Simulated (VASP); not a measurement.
```xyz
3
Lattice="3.7209 0.0000 0.0000 -1.8605 3.2224 0.0000 0.0000 0.0000 5.7511" Properties=species:S:1:pos:R:3 pbc="T T T"
Pt     0.0000     0.0000     0.0000
Se     0.0000     2.1483     1.4665
Se     1.8605     1.0741     4.2846
```

These are r2SCAN meta-GGA, VASP's PBE PAW potentials (set 64) (plane waves; VASP 6.6.1) values and carry that method's errors. Settings: PREC = Normal, EDIFF = 1E-5, 400 eV cut-off, 9×9×5 Γ-centred mesh, Gaussian smearing of 0.050 eV, potentials Pt Se.

Q: The ions are relaxed. Give the cell that the relaxation ends in.

A: 
```xyz
3
Lattice="3.7209 0.0000 0.0000 -1.8605 3.2224 0.0000 0.0000 0.0000 5.7511" Properties=species:S:1:pos:R:3 pbc="T T T"
Pt     0.0000     0.0000     0.0000
Se     0.0000     2.1483     1.3104
Se     1.8605     1.0741     4.4407
```
Space group P-3m1 (164), at a tolerance of 0.03 Å.

Q: How much energy does the relaxation gain?

A: The energy (σ→0) changes by -91.7 meV/atom, in 3 ionic steps.

```tsv
step	E(σ→0) (eV)	max force (eV/Å)	pressure (GPa)	volume (Å³)
1	-81.2208	1.650	-7.75	68.96
2	-81.4251	0.888	-4.21	68.96
3	-81.4957	0.012	-0.06	68.96
```

The compound is PtSe2 in the 1T layered structure. This run relaxes the ions in a fixed cell. Symmetry was kept, so distortions that lower it aren't found.
